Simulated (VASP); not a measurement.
Calculation: PBE GGA, VASP's PBE PAW potentials (set 64) (plane waves; VASP).

A VASP calculation is set up with these files.

### KPOINTS
```
k-points along high-symmetry lines
10
Line-mode
Reciprocal
  0.000000   0.000000   0.000000 ! GAMMA
  0.500000   0.000000   0.000000 ! M

  0.500000   0.000000   0.000000 ! M
  0.333333   0.333333   0.000000 ! K

  0.333333   0.333333   0.000000 ! K
  0.000000   0.000000   0.000000 ! GAMMA

  0.000000   0.000000   0.000000 ! GAMMA
  0.000000   0.000000   0.500000 ! A

  0.000000   0.000000   0.500000 ! A
  0.500000   0.000000   0.500000 ! L

  0.500000   0.000000   0.500000 ! L
  0.333333   0.333333   0.500000 ! H

  0.333333   0.333333   0.500000 ! H
  0.000000   0.000000   0.500000 ! A

  0.500000   0.000000   0.500000 ! L
  0.500000   0.000000   0.000000 ! M

  0.333333   0.333333   0.500000 ! H
  0.333333   0.333333   0.000000 ! K
```

POSCAR:
```
MgI2
1
    2.1041068723    -3.6444195646    -0.0000000000
    2.1041068723     3.6444195646     0.0000000000
   -0.0000000000    -0.0000000000     7.5693278944
Mg I
1 2
Direct
  0.0000000000   0.0000000000   0.0000000000
  0.3333330000   0.6666670000   0.2206639329
  0.6666670000   0.3333330000   0.7793360671
```

INCAR:
```
ALGO = Normal
EDIFF = 1E-7
ENCUT = 520
GGA = PE
ICHARG = 11
ISMEAR = 0
LASPH = T
LCHARG = F
LMAXMIX = 4
LORBIT = 11
LREAL = F
LWAVE = F
NELM = 100
PREC = Accurate
SIGMA = 0.05
SYSTEM = MgI2
```

POTCAR, in this order: Mg I (PBE.64 set). Program: vasp_std. Read from the step before: CHGCAR.

What VASP printed:

### OSZICAR
```
       N       E                     dE             d eps       ncg     rms          rms(c)
DAV:   1     0.811035729251E+02    0.81104E+02   -0.57305E+03  2160   0.103E+03
DAV:   2    -0.452342058154E+00   -0.81556E+02   -0.75604E+02  3104   0.150E+02
DAV:   3    -0.701624506644E+01   -0.65639E+01   -0.65331E+01  2728   0.500E+01
DAV:   4    -0.715863196924E+01   -0.14239E+00   -0.14234E+00  2924   0.907E+00
DAV:   5    -0.716099119846E+01   -0.23592E-02   -0.23588E-02  2736   0.118E+00
DAV:   6    -0.716109403263E+01   -0.10283E-03   -0.10283E-03  3148   0.207E-01
DAV:   7    -0.716109674512E+01   -0.27125E-05   -0.27125E-05  2732   0.254E-02
DAV:   8    -0.716109691495E+01   -0.16983E-06   -0.16983E-06  2224   0.507E-03
DAV:   9    -0.716109692326E+01   -0.83076E-08   -0.83130E-08  2092   0.126E-03
   1 F= -.71610969E+01 E0= -.71610969E+01  d E =-.240293E-13
```

**OUTCAR**
```
 val. band max:        1.1567087551   @ k =   0.0000   0.0000   0.0000

 cond. band min:       4.7636191751   @ k =   0.5000   0.0000   0.3889



 k-point     1 :       0.0000    0.0000    0.0000
  band No.  band energies     occupation
      1     -10.6048      2.00000
      2     -10.0494      2.00000
      3      -1.8828      2.00000
      4       0.8595      2.00000
      5       0.8595      2.00000
      6       0.9646      2.00000
      7       1.1567      2.00000
      8       1.1567      2.00000
      9       4.8542      0.00000
     10       6.0453      0.00000
     11       7.8544      0.00000
     12       7.8544      0.00000

 k-point     2 :       0.0556    0.0000    0.0000
  band No.  band energies     occupation
      1     -10.5901      2.00000
      2     -10.0410      2.00000
      3      -1.8654      2.00000
      4       0.7118      2.00000
      5       0.8181      2.00000
      6       0.9794      2.00000
      7       1.0452      2.00000
      8       1.1547      2.00000
      9       4.9884      0.00000
     10       6.1781      0.00000
     11       7.6166      0.00000
     12       7.9089      0.00000

 k-point     3 :       0.1111    0.0000    0.0000
  band No.  band energies     occupation
      1     -10.5471      2.00000
      2     -10.0169      2.00000
      3      -1.8161      2.00000
      4       0.3640      2.00000
      5       0.7130      2.00000
      6       0.7557      2.00000
      7       0.9841      2.00000
      8       1.1375      2.00000
      9       5.3120      0.00000
     10       6.4908      0.00000
     11       7.2982      0.00000
     12       8.0574      0.00000

 k-point     4 :       0.1667    0.0000    0.0000
  band No.  band energies     occupation
      1     -10.4787      2.00000
      2      -9.9802      2.00000
      3      -1.7451      2.00000
      4      -0.0848      2.00000
      5       0.3966      2.00000
      6       0.5748      2.00000
      7       0.9647      2.00000
...
```

The density is held fixed in this step, so its total energy and stress have no physical meaning. Without a dispersion term in the relaxation, distances and binding between the weakly bound layers, chains or molecules are unreliable, and so is what depends on them. Unless said otherwise, spin-orbit coupling is left out, though it shifts the bands of the heavy elements here.

The compound is MgI2 in the 1T layered structure. It was relaxed first, which changed the volume by +13 %.
